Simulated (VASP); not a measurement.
Computed with r2SCAN meta-GGA, VASP's PBE PAW potentials (set 64) (plane waves; VASP 6.6.1).

A VASP calculation is set up with these files.

### POSCAR
```
SiO2
1
    6.2482832670     3.6074478669     2.3715531179
   -6.2482832674     3.6074478662     2.3715531179
    0.0000000004    -7.2148957331     2.3715531179
Si O
6 12
Direct
  0.2143582374   0.7297469122   0.9430452359
  0.7856417626   0.2702530878   0.0569547641
  0.9430452359   0.2143582374   0.7297469122
  0.0569547641   0.7856417626   0.2702530878
  0.7297469122   0.9430452359   0.2143582374
  0.2702530878   0.0569547641   0.7856417626
  0.5369108665   0.2227069861   0.9700547724
  0.4630891335   0.7772930139   0.0299452276
  0.9700547724   0.5369108665   0.2227069861
  0.0299452276   0.4630891335   0.7772930139
  0.2227069861   0.9700547724   0.5369108665
  0.7772930139   0.0299452276   0.4630891335
  0.8342912424   0.1566438957   0.1961452920
  0.1657087576   0.8433561043   0.8038547080
  0.1961452920   0.8342912424   0.1566438957
  0.8038547080   0.1657087576   0.8433561043
  0.1566438957   0.1961452920   0.8342912424
  0.8433561043   0.8038547080   0.1657087576
```

**KPOINTS**
```
Automatic mesh
0
Gamma
4 4 4
0 0 0
```

**INCAR**
```
SYSTEM = SiO2
PREC = Accurate; ENCUT = 520; LREAL = Auto
LASPH = .TRUE.
EDIFF = 1E-6; NELM = 100; ALGO = Normal
LMIXTAU = .TRUE.
ISMEAR = 0; SIGMA = 0.05
METAGGA = R2SCAN
IBRION = 2; NSW = 60; ISIF = 3
EDIFFG = -0.02
LWAVE = .FALSE.; LCHARG = .FALSE.
```

POTCAR, in this order: Si O (PBE.64 set). Program: vasp_std.

Problem. What does the run give for the energy per atom (σ→0), band gap (on the k-mesh)?

Solution. 
```
Item                               Value
------------------------  --------------
energy per atom (σ→0)     -9.922 eV/atom
band gap (on the k-mesh)         6.44 eV
```

### OSZICAR
```
...
DAV:  20    -0.178598790539E+03   -0.20730E-03   -0.15001E-04  1886   0.808E-02    0.102E-02
DAV:  21    -0.178599055212E+03   -0.26467E-03   -0.12826E-04  1712   0.830E-02    0.525E-03
DAV:  22    -0.178599202651E+03   -0.14744E-03   -0.27101E-05  1840   0.392E-02    0.447E-03
DAV:  23    -0.178599216720E+03   -0.14069E-04   -0.55727E-06  1832   0.191E-02    0.251E-03
DAV:  24    -0.178599217801E+03   -0.10801E-05   -0.18613E-06  1272   0.110E-02    0.626E-04
DAV:  25    -0.178599220063E+03   -0.22620E-05   -0.91314E-07  1150   0.699E-03    0.124E-03
DAV:  26    -0.178599220431E+03   -0.36801E-06   -0.21572E-07  1160   0.296E-03
   1 F= -.17859922E+03 E0= -.17859922E+03  d E =-.178599E+03
```

The structure comes from a computed database's SiO2 entry (R-3); how it stands against other phases isn't given here. It was relaxed first. The start is the result of an earlier pass.
